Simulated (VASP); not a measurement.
Output of a VASP run:

**OSZICAR**
```
       N       E                     dE             d eps       ncg     rms          rms(c)
DAV:   1     0.884359066478E+02    0.88436E+02   -0.89710E+03  1506   0.138E+03
DAV:   2    -0.428165284774E+01   -0.92718E+02   -0.90467E+02  1560   0.531E+02
DAV:   3    -0.689581301616E+01   -0.26142E+01   -0.26023E+01  1446   0.686E+01
DAV:   4    -0.694990986005E+01   -0.54097E-01   -0.53848E-01  1402   0.480E+00
DAV:   5    -0.695050726056E+01   -0.59740E-03   -0.59660E-03  1368   0.607E-01    0.228E+01
DAV:   6    -0.661425677763E+01    0.33625E+00   -0.11805E+00  1516   0.123E+01    0.129E+01
DAV:   7    -0.659063388069E+01    0.23623E-01   -0.96768E-02  1616   0.407E+00    0.342E+00
DAV:   8    -0.658978963889E+01    0.84424E-03   -0.10312E-02  1656   0.161E+00    0.212E-01
DAV:   9    -0.658964641054E+01    0.14323E-03   -0.79204E-04  1490   0.434E-01    0.732E-02
DAV:  10    -0.658964542896E+01    0.98158E-06   -0.14129E-04  1400   0.156E-01    0.225E-02
DAV:  11    -0.658964687326E+01   -0.14443E-05   -0.33941E-05  1556   0.829E-02    0.450E-02
DAV:  12    -0.658964490997E+01    0.19633E-05   -0.10898E-05  1586   0.490E-02    0.165E-03
DAV:  13    -0.658964495232E+01   -0.42349E-07   -0.34239E-07   622   0.598E-03
   1 F= -.65896450E+01 E0= -.65896631E+01  d E =-.658964E+01
       N       E                     dE             d eps       ncg     rms          rms(c)
DAV:   1    -0.678222900760E+01   -0.19258E+00   -0.39304E+00  1290   0.371E+01    0.355E+00
DAV:   2    -0.660922419597E+01    0.17300E+00   -0.59708E-01  1474   0.951E+00    0.970E-01
DAV:   3    -0.659557674558E+01    0.13647E-01   -0.34720E-02  1534   0.240E+00    0.691E-01
DAV:   4    -0.659166493235E+01    0.39118E-02   -0.16303E-02  1566   0.222E+00    0.204E-01
DAV:   5    -0.659149437215E+01    0.17056E-03   -0.10191E-03  1610   0.407E-01    0.140E-01
DAV:   6    -0.659150115473E+01   -0.67826E-05   -0.18051E-04  1324   0.121E-01    0.287E-02
DAV:   7    -0.659149912786E+01    0.20269E-05   -0.92528E-06  1474   0.322E-02    0.121E-02
DAV:   8    -0.659149884560E+01    0.28226E-06   -0.60413E-07   556   0.210E-02
   2 F= -.65914988E+01 E0= -.65915514E+01  d E =-.185389E-02
       N       E                     dE             d eps       ncg     rms          rms(c)
DAV:   1    -0.662626402341E+01   -0.34765E-01   -0.68433E-01  1278   0.154E+01    0.159E+00
DAV:   2    -0.659706471251E+01    0.29199E-01   -0.94947E-02  1472   0.377E+00    0.466E-01
DAV:   3    -0.659441584616E+01    0.26489E-02   -0.56233E-03  1536   0.100E+00    0.356E-01
DAV:   4    -0.659369033870E+01    0.72551E-03   -0.26875E-03  1564   0.906E-01    0.840E-02
DAV:   5    -0.659365842499E+01    0.31914E-04   -0.20770E-04  1562   0.173E-01    0.540E-02
DAV:   6    -0.659365692681E+01    0.14982E-05   -0.40981E-05  1280   0.769E-02    0.122E-02
DAV:   7    -0.659365551765E+01    0.14092E-05   -0.10756E-05  1474   0.397E-02    0.478E-03
DAV:   8    -0.659365544072E+01    0.76928E-07   -0.28195E-07   538   0.108E-02
   3 F= -.65936554E+01 E0= -.65937046E+01  d E =-.401049E-02
```

**OUTCAR**
```
------------------------ aborting loop because EDIFF is reached ----------------------------------------
  FORCE on cell =-STRESS in cart. coord.  units (eV):
  Direction    XX          YY          ZZ          XY          YZ          ZX
  --------------------------------------------------------------------------------------
  Total       -0.0054522     -0.0054522     -0.0054522     -0.0000000     -0.0000000      0.0000000
  in kB       -0.1895833     -0.1895833     -0.1895833     -0.0000000     -0.0000000      0.0000000
  external PRESSURE =      -0.1895833 kB  Pullay stress =       0.0000000 kB
  volume of cell :       46.08
      direct lattice vectors                 reciprocal lattice vectors
     3.585036645  0.000000000  0.000000000     0.278937177  0.000000000  0.000000000
    -0.000000000  3.585036645 -0.000000000    -0.000000000  0.278937177  0.000000000
    -0.000000000 -0.000000000  3.585036645    -0.000000000  0.000000000  0.278937177
 POSITION                                       TOTAL-FORCE (eV/Angst)
 -----------------------------------------------------------------------------------
      0.00000      0.00000      0.00000         0.000000      0.000000      0.000000
      1.79252      1.79252      1.79252        -0.000000     -0.000000      0.000000
 -----------------------------------------------------------------------------------
    total drift:                                0.000000      0.000000     -0.000000
  FREE ENERGIE OF THE ION-ELECTRON SYSTEM (eV)
  ---------------------------------------------------
  free  energy   TOTEN  =        -6.5936554407 eV

  energy  without entropy=       -6.5938027842  energy(sigma->0) =       -6.59370456

 reached required accuracy - stopping structural energy minimisation
```
(Selected blocks of OUTCAR.)

**POSCAR**
```
LuHg
1
    3.6070000000     0.0000000000     0.0000000000
    0.0000000000     3.6070000000     0.0000000000
    0.0000000000     0.0000000000     3.6070000000
Hg Lu
1 1
Direct
  0.0000000000   0.0000000000   0.0000000000
  0.5000000000   0.5000000000   0.5000000000
```

### Question
Write an INCAR and KPOINTS that could have produced this output.

### Answer
Several could match; the one computed here: the input of the run itself, PBEsol GGA, plane waves, VASP's PBE PAW potentials (set 64).

**INCAR**
```
SYSTEM = LuHg
PREC = Accurate; ENCUT = 400; LREAL = .FALSE.
LASPH = .TRUE.
EDIFF = 1E-6; NELM = 100; ALGO = Normal
LMAXMIX = 6
ISMEAR = 1; SIGMA = 0.1
GGA = PS
IBRION = 2; NSW = 60; ISIF = 3
EDIFFG = -0.01
LWAVE = .FALSE.; LCHARG = .FALSE.
```

### KPOINTS
```
Automatic mesh
0
Gamma
9 9 9
0 0 0
```

POTCAR, in this order: Hg Lu_3 (PBE.64 set). Program: vasp_std.

The structure comes from a measured LuHg entry (Pm-3m) of the Crystallography Open Database, whose conditions weren't checked. This run relaxes it. Symmetry was kept, so distortions that lower it aren't found. The electron count is odd and the run is not spin-polarised, which forces a metal.
